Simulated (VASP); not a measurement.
Output of a VASP run:

OUTCAR:
```
 ion  position               nearest neighbor table
   1  0.000  0.000  0.000-   2 2.39   3 2.39   3 2.39   2 2.39   3 2.39   2 2.39
   2  0.333  0.667  0.299-   1 2.39   1 2.39   1 2.39   3 2.63   3 2.63   3 2.63
   3  0.667  0.333  0.701-   1 2.39   1 2.39   1 2.39   2 2.63   2 2.63   2 2.63
  LATTYP: Found a hexagonal cell.
 ALAT       =     3.5648968763
 C/A-ratio  =     1.1357612619
 Subroutine PRICEL returns:
 Original cell was already a primitive cell.
 Subroutine GETGRP returns: Found 12 space group operations
The static configuration has the point symmetry D_3d.
The dynamic configuration has the point symmetry D_3d.
 Subroutine INISYM returns: Found 12 space group operations
 Subroutine IBZKPT returns following result:
 Found     94 irreducible k-points:

 Following reciprocal coordinates:
            Coordinates               Weight
  0.000000  0.000000  0.000000      1.000000
  0.100000  0.000000  0.000000      6.000000
  0.200000  0.000000  0.000000      6.000000
  0.300000  0.000000  0.000000      6.000000
  0.400000  0.000000  0.000000      6.000000
  0.500000  0.000000  0.000000      3.000000
  0.100000  0.100000  0.000000      6.000000
  0.200000  0.100000  0.000000     12.000000
  0.300000  0.100000  0.000000     12.000000
  0.400000  0.100000  0.000000     12.000000
  0.200000  0.200000  0.000000      6.000000
  0.300000  0.200000  0.000000     12.000000
  0.400000  0.200000  0.000000      6.000000
  0.300000  0.300000  0.000000      6.000000
  0.000000  0.000000  0.125000      2.000000
  0.100000  0.000000  0.125000      6.000000
  0.000000  0.100000  0.125000      6.000000
  0.200000  0.000000  0.125000      6.000000
  0.000000  0.200000  0.125000      6.000000
  0.300000  0.000000  0.125000      6.000000
  0.000000  0.300000  0.125000      6.000000
  0.400000  0.000000  0.125000      6.000000
  0.000000  0.400000  0.125000      6.000000
  0.500000  0.000000  0.125000      6.000000
  0.100000  0.100000  0.125000     12.000000
  0.200000  0.100000  0.125000     12.000000
 -0.100000  0.300000  0.125000     12.000000
  0.300000  0.100000  0.125000     12.000000
 -0.100000  0.400000  0.125000     12.000000
  0.400000  0.100000  0.125000     12.000000
 -0.100000  0.500000  0.125000     12.000000
  0.200000  0.200000  0.125000     12.000000
  0.300000  0.200000  0.125000     12.000000
 -0.200000  0.500000  0.125000     12.000000
  0.400000  0.200000  0.125000     12.000000
  0.300000  0.300000  0.125000     12.000000
  0.000000  0.000000  0.250000      2.000000
  0.100000  0.000000  0.250000      6.000000
  0.000000  0.100000  0.250000      6.000000
  0.200000  0.000000  0.250000      6.000000
   k-points           NKPTS =     94   k-points in BZ     NKDIM =     94   number of bands    NBANDS=     15
   number of dos      NEDOS =    301   number of ions     NIONS =      3
   total plane-waves  NPLWV =  23520
   dimension x,y,z NGX =    28 NGY =   28 NGZ =   30
   dimension x,y,z NGXF=    56 NGYF=   56 NGZF=   60
   ions per type =               1   2
   PREC   = accura    normal or accurate (medium, high low for compatibility)
   ISTART =      0    job   : 0-new  1-cont  2-samecut
   ICHARG =      2    charge: 1-file 2-atom 10-const
   ISPIN  =      1    spin polarized calculation?
   LNONCOLLINEAR =      F non collinear calculations
   LSORBIT =      F    spin-orbit coupling
   INIWAV =      1    electr: 0-lowe 1-rand  2-diag
   ENCUT  =  500.0 eV  36.75 Ry    6.06 a.u.   6.50  6.50  7.38*2*pi/ulx,y,z
   NELM   =    100;   NELMIN=  2; NELMDL= -5     # of ELM steps
   EDIFF  = 0.1E-05   stopping-criterion for ELM
   LREAL  =      F    real-space projection
   NLSPLINE    = F    spline interpolate recip. space projectors
   LMAXMIX     =    6 max onsite mixed and CHGCAR
   VOSKOWN=      0    Vosko Wilk Nusair interpolation
   EDIFFG = -.2E-01   stopping-criterion for IOM
   NSW    =     40    number of steps for IOM
...
```

OSZICAR:
```
       N       E                     dE             d eps       ncg     rms          rms(c)
DAV:   1     0.111739478476E+03    0.11174E+03   -0.10626E+04  2964   0.129E+03
DAV:   2    -0.122950166522E+02   -0.12403E+03   -0.12114E+03  3583   0.249E+02
DAV:   3    -0.164111750608E+02   -0.41162E+01   -0.40987E+01  3492   0.477E+01
DAV:   4    -0.164347943134E+02   -0.23619E-01   -0.23611E-01  3485   0.393E+00
DAV:   5    -0.164349779368E+02   -0.18362E-03   -0.18362E-03  3576   0.327E-01    0.194E+01
DAV:   6    -0.158739218508E+02    0.56106E+00   -0.34285E+00  3002   0.179E+01    0.109E+01
DAV:   7    -0.157686333711E+02    0.10529E+00   -0.60218E-01  2890   0.820E+00    0.534E+00
DAV:   8    -0.157329957204E+02    0.35638E-01   -0.44309E-02  3457   0.218E+00    0.571E-01
DAV:   9    -0.157315473523E+02    0.14484E-02   -0.78811E-03  3233   0.831E-01    0.126E-01
DAV:  10    -0.157315392574E+02    0.80949E-05   -0.66298E-04  3520   0.245E-01    0.692E-02
DAV:  11    -0.157315406500E+02   -0.13926E-05   -0.36532E-05  3443   0.583E-02    0.296E-02
DAV:  12    -0.157315380057E+02    0.26444E-05   -0.13674E-05  3191   0.358E-02    0.558E-03
DAV:  13    -0.157315379916E+02    0.14117E-07   -0.73585E-07  1697   0.715E-03
   1 F= -.32156909E+01 E0= -.32155000E+01  d E =-.321569E+01
```

OUTCAR:
```
------------------------ aborting loop because EDIFF is reached ----------------------------------------
  FORCE on cell =-STRESS in cart. coord.  units (eV):
  Direction    XX          YY          ZZ          XY          YZ          ZX
  --------------------------------------------------------------------------------------
  Total       12.5304740     12.5305061     12.4875915      0.0000000     -0.0000000      0.0000000
  in kB      450.5258999    450.5270564    448.9840839      0.0000000     -0.0000000      0.0000000
  external PRESSURE =       0.0123467 kB  Pullay stress =     450.0000000 kB
  volume of cell :       44.56
      direct lattice vectors                 reciprocal lattice vectors
     1.782446722 -3.087292247  0.000000000     0.280513293 -0.161954217  0.000000000
     1.782446722  3.087292247  0.000000000     0.280513293  0.161954217  0.000000000
     0.000000000  0.000000000  4.048871775     0.000000000  0.000000000  0.246982383
 POSITION                                       TOTAL-FORCE (eV/Angst)
 -----------------------------------------------------------------------------------
      0.00000      0.00000      0.00000        -0.000000     -0.000000      0.000000
      1.78245      1.02910      1.20935         0.000000     -0.000000     -0.003748
      1.78245     -1.02910      2.83952         0.000000      0.000000      0.003748
 -----------------------------------------------------------------------------------
    total drift:                                0.000000     -0.000000      0.000000
  FREE ENERGIE OF THE ION-ELECTRON SYSTEM (eV)
  ---------------------------------------------------
  free  energy   TOTEN  =       -15.7315379916 eV

  energy  without entropy=      -15.7309655016  energy(sigma->0) =      -15.73134716
  enthalpy is  TOTEN    =        -3.2156908574 eV   P V=       12.5158471341

 reached required accuracy - stopping structural energy minimisation
```
(Selected blocks of OUTCAR.)

File POSCAR:
```
PtSe2
1
    1.7824467223    -3.0872922474     0.0000000000
    1.7824467223     3.0872922474     0.0000000000
    0.0000000000    -0.0000000000     4.0488717749
Pt Se
1 2
Direct
  0.0000000000   0.0000000000   0.0000000000
  0.3333330000   0.6666670000   0.2986879641
  0.6666670000   0.3333330000   0.7013120359
```

### Question
Write an INCAR and KPOINTS that could have produced this output.

### Answer
This is not unique; one that fits is the input of the run itself, LDA (Ceperley-Alder, Perdew-Zunger), plane waves, VASP's LDA PAW potentials (set 64).

### INCAR
```
SYSTEM = PtSe2
PREC = Accurate; ENCUT = 500; LREAL = .FALSE.
LASPH = .TRUE.
EDIFF = 1E-6; NELM = 100; ALGO = Normal
LMAXMIX = 6
ISMEAR = 1; SIGMA = 0.1
IBRION = 2; NSW = 40; ISIF = 3
EDIFFG = -0.02; PSTRESS = 450
LWAVE = .FALSE.; LCHARG = .FALSE.
```

**KPOINTS**
```
Automatic
0
gamma
  10 10 8
0 0 0
```

POTCAR, in this order: Pt Se (LDA.64 set). Program: vasp_std.

The compound is PtSe2 in the 1T layered structure. It was relaxed first under an external pressure of 45 GPa.
